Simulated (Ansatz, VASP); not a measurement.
## SiC (Moissanite 3C) in two plane-wave programs

Wanted: the spread between two codes on one cell, functional and k mesh. The cell is taken from a series of runs on this material, whose earlier steps may have relaxed, scaled, displaced or heated it; both programs get it as it stands.

Calculated with Ansatz 0.2.0; plane waves, with VASP 6.6.1 beside it; single point at PBE.

## Step 1: Starting point

The structure is cubic, space group F-43m (No. 216). Conventional cell: a = 4.466 Å, b = 4.466 Å, c = 4.466 Å, α = 90.00°, β = 90.00°, γ = 90.00°. Nearest to C lie 4 Si at 1.93 Å. Si has 4 C at 1.93 Å nearest. Farther neighbours are not listed.

As a file:

```cif
data_structure
_symmetry_space_group_name_H-M 'P 1'
_symmetry_Int_Tables_number 1
_cell_length_a 3.1577
_cell_length_b 3.1577
_cell_length_c 3.1577
_cell_angle_alpha 60.000
_cell_angle_beta 60.000
_cell_angle_gamma 60.000
_cell_volume 22.26
loop_
_atom_site_label
_atom_site_type_symbol
_atom_site_fract_x
_atom_site_fract_y
_atom_site_fract_z
_atom_site_occupancy
C1 C 0.75000 0.75000 0.75000 1
Si2 Si 0.00000 0.00000 0.00000 1
```

## Step 2: Ansatz: single point, PBE

Ansatz runs on its PAW soft_1 files.

With cell and atoms fixed, the geometry can't cause a difference; cores, projectors, grids and the points listed under the comparison can.

input.yaml

```yaml
crystal:
  lattice:
    - [0.0, 2.2328056399, 2.2328056399]
    - [2.2328056399, 0.0, 2.2328056399]
    - [2.2328056399, 2.2328056399, 0.0]
  atoms:
    - { symbol: C, position: [0.75, 0.75, 0.75] }
    - { symbol: Si, position: [0.0, 0.0, 0.0] }
kpoints:
  mp_grid: { grid: [12, 12, 12] }
hamiltonian:
  xc: pbe
  pseudopotentials: { kind: paw, azcp: { folder: soft_1 } }
scf:
  occupations: { method: gaussian, width: 0.02 }
output:
  forces: true
  stress: true
  eigenvalues: true
```

Started as:

```
$ ansatz run input.yaml --threads 4 --pin off --max-ram 10240MiB --backend cpu --events-out ev --progress --plain --runs-dir out
```

Numbers of over 12 decimals in the logs are rounded to 6 here.

The program printed:

```text
Engine: ansatz 0.2.0, x86_64-unknown-linux-gnu
Pseudopotentials: kind: paw
Pseudopotential: C, paw, valence charge 4, recommended cutoff 420 eV (normal), soft_1/C.paw.azcp
Pseudopotential: Si, paw, valence charge 4, recommended cutoff 420 eV (normal), soft_1/Si.paw.azcp
Functional definition: PBE
  parameter kappa = 0.804
  parameter beta = 0.066725
  exchange = pbe_x(kappa = kappa, mu = beta*pi^2/3)
  correlation = pbe_c(beta = beta)
Crystal: 2 atoms, lattice volume = 22.263 Å³
Basis set: ecut = 420 eV, 411 PW (Γ), exchange–correlation on 48×48×48 points (8 copies of the dense FFT grid, shifted against one another)
Bands: 8, of which v1, the nominal top of the filled ones, is band 4 counted from 1 (3 counted from 0)
Symmetry: 24 space group operations
Space group: F-43m (ITA 216), of the structure as read, at distance tolerance 2.8e-5 Å
k-points: 72 of 1728 (time reversal used)
Non-local potential: C, projectors of the file, l = 0: 2, l = 1: 2, l = 2: 1
Non-local potential: Si, projectors of the file, l = 0: 2, l = 1: 2, l = 2: 1
PAW form: soft (Blöchl's): semilocal exchange-correlation on the pseudo side does not see the compensation charge
PAW one-centre angular grid: C, 110 points (default); XC on 64 Gauss nodes
PAW one-centre angular grid: Si, 110 points (default); XC on 64 Gauss nodes
Initial density: superposition of atomic densities (chi_scale 0.1, normalization cell, long waves kept (reshape's long-wave potential 0.00 eV rms))
Initial wavefunctions: pseudopotential atomic-orbital guess
Functional: x = pbe(κ = 0.804, μ = 0.219515), c = pbe(β = 0.066725)
SCF iter   1: F=—  HF=-888.422249 eV  |F-HF|=—  |Δ(HF+E_count)|=         —  Δρ=1.24e-1  dr2=4.40e0  ethr=3.10e-3  ⟨swp⟩=6.0  Hψ=4936  notcnv=0
preconditioner: auto → none  [insulator: Δε(μ)=3.174 eV  Ē_g=14.006 eV  σ=0.020 eV  W_gap=1.00  n_scr=0 (ndim 8)  ℏωp=22.3 eV  f_vac=0.000  D(μ)=0.00/eV (n_scr^D=0)  ε∞_Penn≈3.5]
SCF iter   2: F=—  HF=-887.213404 eV  |F-HF|=—  |Δ(HF+E_count)|=    1.21e0  Δρ=5.02e-2  dr2=3.85e-1  ethr=3.10e-3  ⟨swp⟩=3.1  Hψ=1994  notcnv=0
SCF iter   3: F=—  HF=-887.119062 eV  |F-HF|=—  |Δ(HF+E_count)|=   9.43e-2  Δρ=1.94e-2  dr2=4.50e-2  ethr=3.10e-3  ⟨swp⟩=2.2  Hψ=1198  notcnv=0
SCF iter   4: F=—  HF=-887.117188 eV  |F-HF|=—  |Δ(HF+E_count)|=   1.87e-3  Δρ=1.18e-3  dr2=2.53e-4  ethr=5.63e-4  ⟨swp⟩=2.0  Hψ=872  notcnv=0
SCF iter   5: F=—  HF=-887.117302 eV  |F-HF|=—  |Δ(HF+E_count)|=   1.15e-4  Δρ=2.51e-4  dr2=4.75e-6  ethr=3.16e-6  ⟨swp⟩=2.3  Hψ=857  notcnv=0
SCF iter   6: F=—  HF=-887.117312 eV  |F-HF|=—  |Δ(HF+E_count)|=   9.07e-6  Δρ=8.59e-5  dr2=8.29e-7  ethr=5.93e-8  ⟨swp⟩=2.0  Hψ=864  notcnv=0
SCF iter   7: F=-887.117311 eV  HF=-887.117311 eV  |F-HF|=1.21e-8  |Δ(HF+E_count)|=   2.18e-7  Δρ=1.55e-5  dr2=2.67e-8  ethr=1.25e-9  ⟨swp⟩=3.0  Hψ=2228  notcnv=0
SCF 1 converged in 7 iterations: F = -887.117311 eV  dr2 = 2.67e-8
  greatest PAW one-centre occupation: 0.640 electrons in one spin orbital (limit 2), on the C atom at site 0 (counted from 0), in its partial waves of l = 0
SCF converged after 7 iterations
Free energy (F): -887.117311 eV
Harris-Foulkes:  -887.117311 eV  (|F-HF|=1.21e-8)
Internal energy: -887.117311 eV  (E = F + TS)
E sigma→0 (E₀):  -887.117311 eV
Fermi energy:    9.294715 eV
--- Per-component energies (eV) ---
  E_band       = 22.994400
  E_kinetic    = 129.562288
  E_local      = -100.108170  (includes V_loc(G=0)·N_el)
  E_nonlocal   = 44.483953
  E_hartree    = 32.574911
  E_xc         = -104.384800
  E_vxc        = -107.025262  (∫ρ·V_xc dr)
  E_paw        = -611.324424  (= ΣΔE_a)
  E_vpaw       = -9.068789  (= ΣTr[D̂ρ^β])
  E_aug_tail   = 0.000056  (compensation charges beyond the density's cutoff)
  E_ewald      = -277.921126
  E_smearing   = -0.000000  (= −TS)
  E_closure    = 0.000000  (closes the sum)
  Σ components = -887.117311   (vs F -887.117311, Δ=0.00e0)
--- Forces (eV/Å), atoms counted from 1 ---
  atom   1  C      0.00000000    -0.00000000     0.00000000
  atom   2  Si    -0.00000000     0.00000000    -0.00000000
  max |Σ_I F_I| component: 3.70e-17 eV/Å
--- Stress (GPa, compression-positive) ---
      -11.055180       0.000000      -0.000000
       -0.000000     -11.055180       0.000000
       -0.000000       0.000000     -11.055180
  P = ⅓ Tr σ = -11.0552 GPa (-110.552 kbar)
--- Band table (eV; the first three rows and the last of 72) ---
  k-point 0: bands = ["-6.2606", "8.5833", "8.5833", "8.5833", "13.9423", "15.4001", "15.4001", "15.4001"]
  k-point 1: bands = ["-6.1327", "7.8575", "8.4896", "8.4896", "14.2447", "15.5010", "15.5675", "15.5675"]
  k-point 2: bands = ["-5.7529", "6.2559", "8.2583", "8.2583", "14.2461", "15.9062", "15.9062", "16.2710"]
  k-point 71: bands = ["-1.3833", "1.6598", "3.9180", "4.1714", "13.6901", "17.2571", "17.4246", "18.0366"]
```

In the SCF lines HF is the Harris–Foulkes energy and dr2 the Hartree energy of the density residual, in eV; the loop may stop once dr2 is under the threshold and the program's other checks hold. Hψ counts applications of the Hamiltonian.

The run ends at a pressure of -11.06 GPa.

## Step 3: VASP: single point, PBE

The same cell, functional, mesh and smearing now go to VASP, with its own data sets.

Lines of VASP's logs that name or quote its potential files are left out, and so is its time.

INCAR

```
SYSTEM = SiC
PREC = Accurate
ENCUT = 600
EDIFF = 1E-06
NELM = 120
ISMEAR = 0
SIGMA = 0.02
LREAL = .FALSE.
ALGO = Normal
GGA = PE
NBANDS = 10
LORBIT = 11
LWAVE = .FALSE.
LCHARG = .FALSE.
ISIF = 2
LASPH = .TRUE.
GGA_COMPAT = .FALSE.
EFERMI = MIDGAP
```

POSCAR

```
SiC
1.0
    0.0000000000      2.2328056399      2.2328056399
    2.2328056399      0.0000000000      2.2328056399
    2.2328056399      2.2328056399      0.0000000000
C Si
1 1
Direct
    0.7500000000      0.7500000000      0.7500000000
    0.0000000000      1.0000000000      0.0000000000
```

KPOINTS

```
Automatic mesh
0
Gamma
12 12 12
0 0 0
```

The projector-augmented-wave data sets are C and Si (PBE family, release 64).

Started as:

```
$ mpirun -np 1 vasp_std
```

The program printed:

```text
[banner, memory and clock lines left out]
running    1 mpi-ranks, on    1 nodes
 distrk:  each k-point on    1 cores,    1 groups
 distr:  one band on    1 cores,    1 groups

 POSCAR found type information on POSCAR C Si
 POSCAR found :  2 types and       2 ions
 LDA part: xc-table for (Slater+PW92), standard interpolation
 POSCAR, INCAR and KPOINTS ok, starting setup
 FFT: planning ... GRIDC
 FFT: planning ... GRID_SOFT
 FFT: planning ... GRID
 WAVECAR not read
 entering main loop
       N       E                     dE             d eps       ncg     rms          rms(c)
DAV:   1     0.690920434320E+01    0.69092E+01   -0.44098E+03  1464   0.769E+02
DAV:   2    -0.159126356304E+02   -0.22822E+02   -0.22039E+02  1868   0.117E+02
DAV:   3    -0.166737894677E+02   -0.76115E+00   -0.75997E+00  1746   0.196E+01
DAV:   4    -0.166770934571E+02   -0.33040E-02   -0.33037E-02  1680   0.156E+00
DAV:   5    -0.166771114070E+02   -0.17950E-04   -0.17950E-04  1692   0.109E-01    0.809E+00
DAV:   6    -0.150539237149E+02    0.16232E+01   -0.66560E+00  1506   0.120E+01    0.351E+00
DAV:   7    -0.150234853554E+02    0.30438E-01   -0.28931E-01  1688   0.341E+00    0.165E+00
DAV:   8    -0.150163410907E+02    0.71443E-02   -0.19291E-02  1498   0.100E+00    0.164E-01
DAV:   9    -0.150164798629E+02   -0.13877E-03   -0.15888E-03  1930   0.236E-01    0.109E-01
DAV:  10    -0.150166014584E+02   -0.12160E-03   -0.24956E-04  1596   0.102E-01    0.247E-02
DAV:  11    -0.150166041179E+02   -0.26595E-05   -0.47786E-05  1638   0.370E-02    0.608E-03
DAV:  12    -0.150166046118E+02   -0.49387E-06   -0.18449E-06  1022   0.931E-03
   1 F= -.15016605E+02 E0= -.15016605E+02  d E =0.000000E+00
```

Parts of OUTCAR (step 3):

```text
ion  position               nearest neighbor table
   1  0.750  0.750  0.750-   2 1.93   2 1.93   2 1.93   2 1.93
   2  0.000  0.000  0.000-   1 1.93   1 1.93   1 1.93   1 1.93

  LATTYP: Found a face centered cubic cell.
 ALAT       =     4.4656112798

 Subroutine GETGRP returns: Found 24 space group operations
 (whereof 24 operations were pure point group operations)

The static configuration has the point symmetry T_d .

 Found     72 irreducible k-points:

   k-points           NKPTS =     72   k-points in BZ     NKDIM =     72   number of bands    NBANDS=     10

   dimension x,y,z NGX =    28 NGY =   28 NGZ =   28
   dimension x,y,z NGXF=    56 NGYF=   56 NGZF=   56

   ENCUT  =  600.0 eV  44.10 Ry    6.64 a.u.   6.31  6.31  6.31*2*pi/ulx,y,z

   NELECT =       8.0000    total number of electrons

 k-points in reciprocal lattice and weights: Automatic mesh
   0.00000000  0.00000000  0.00000000       0.001
   0.08333333  0.00000000  0.00000000       0.005
   0.16666667  0.00000000  0.00000000       0.005
   0.25000000  0.00000000  0.00000000       0.005
   0.33333333  0.00000000  0.00000000       0.005
   0.41666667  0.00000000  0.00000000       0.005
   0.50000000  0.00000000  0.00000000       0.002
   0.08333333  0.08333333  0.00000000       0.003
   0.16666667  0.08333333  0.00000000       0.014
[...]
-0.33333333  0.50000000  0.16666667       0.007
  -0.25000000  0.50000000  0.25000000       0.003

 average (electrostatic) potential at core
       1 -45.8101       2 -81.3652

 E-fermi :   8.0163

 k-point     1 :       0.0000    0.0000    0.0000
  band No.  band energies     occupation
      1      -7.5347      2.00000
      2       7.3057      2.00000
      3       7.3057      2.00000
      4       7.3057      2.00000
      5      12.6873      0.00000
      6      14.1237      0.00000
      7      14.1237      0.00000
      8      14.1237      0.00000
      9      21.3950      0.00000
    ...

 k-point     2 :       0.0833    0.0000    0.0000
  band No.  band energies     occupation
      1      -7.4067      2.00000
      2       6.5808      2.00000
      3       7.2122      2.00000
      4       7.2122      2.00000
      5      12.9875      0.00000
      6      14.2268      0.00000
      7      14.2916      0.00000
      8      14.2916      0.00000
      9      20.6986      0.00000
    ...

 k-point     3 :       0.1667    0.0000    0.0000
  band No.  band energies     occupation
      1      -7.0267      2.00000
      2       4.9800      2.00000
      3       6.9813      2.00000
      4       6.9813      2.00000
      5      12.9810      0.00000
      6      14.6312      0.00000
      7      14.6312      0.00000
      8      15.0048      0.00000
      9      19.9498      0.00000
    ...

  Total       -1.5541649     -1.5541649     -1.5541649     -0.0000000     -0.0000000      0.0000000
  in kB     -111.8471484   -111.8471484   -111.8471484     -0.0000000     -0.0000000      0.0000000
  external PRESSURE =    -111.8471484 kB  Pullay stress =       0.0000000 kB

  energy-cutoff  :      600.00
  volume of cell :       22.26
      direct lattice vectors                 reciprocal lattice vectors
     0.000000000  2.232805640  2.232805640    -0.223933508  0.223933508  0.223933508
     2.232805640  0.000000000  2.232805640     0.223933508 -0.223933508  0.223933508
     2.232805640  2.232805640  0.000000000     0.223933508  0.223933508 -0.223933508

 POSITION                                       TOTAL-FORCE (eV/Angst)
 -----------------------------------------------------------------------------------
      3.34921      3.34921      3.34921         0.000000     -0.000000      0.000000
      0.00000      0.00000      0.00000        -0.000000      0.000000     -0.000000
 -----------------------------------------------------------------------------------
    total drift:                                0.000000      0.000000      0.000000

  FREE ENERGIE OF THE ION-ELECTRON SYSTEM (eV)
  ---------------------------------------------------
  free  energy   TOTEN  =       -15.0166046118 eV

  energy  without entropy=      -15.0166046118  energy(sigma->0) =      -15.01660461

 total charge
# of ion       s       p       d       tot
------------------------------------------
    1        0.829   1.642   0.000   2.471
    2        0.703   0.919   0.000   1.622
--------------------------------------------------
tot          1.532   2.561   0.000   4.092

[... 3 further parts left out ...]
```

The run ends at a pressure of -11.18 GPa.

## Step 4: Comparison

Known differences besides the potentials themselves: the cutoff is 420 eV in Ansatz and 600 eV in VASP. Total energies have different zeros and are not compared.

Compared:

```tsv
quantity	Ansatz	VASP	difference
pressure (GPa)	-11.06	-11.18	+0.13
gap on the k mesh (eV)	1.423	1.421	+0.002
```

A gap on the mesh is an upper bound, since the band edges may lie between its points.

## Step 5: What came out

| Property | Result |
| --- | --- |
| difference in gap on the k mesh (single point, PBE) | 0.0015 eV |

What this shows: The difference in gap on the k mesh is 0.0015 eV (single point, PBE), within the 0.08 eV picked in this series as the mark of a large difference. How closely two codes agree says nothing of how well the functional describes the real material.

[Lines on the potential files, build, host, timing and source positions are cut from VASP's logs without a mark.]

[Logs are printed without paths, hosts, clocks, repeated set-up lines and the standing remarks that a program may print on its own settings, such as how far it seeks lower states.]

[Hosts, paths, dates, database ids (printed as entryN), source tags and the programs' standing remarks are cut or masked in the printed files.]
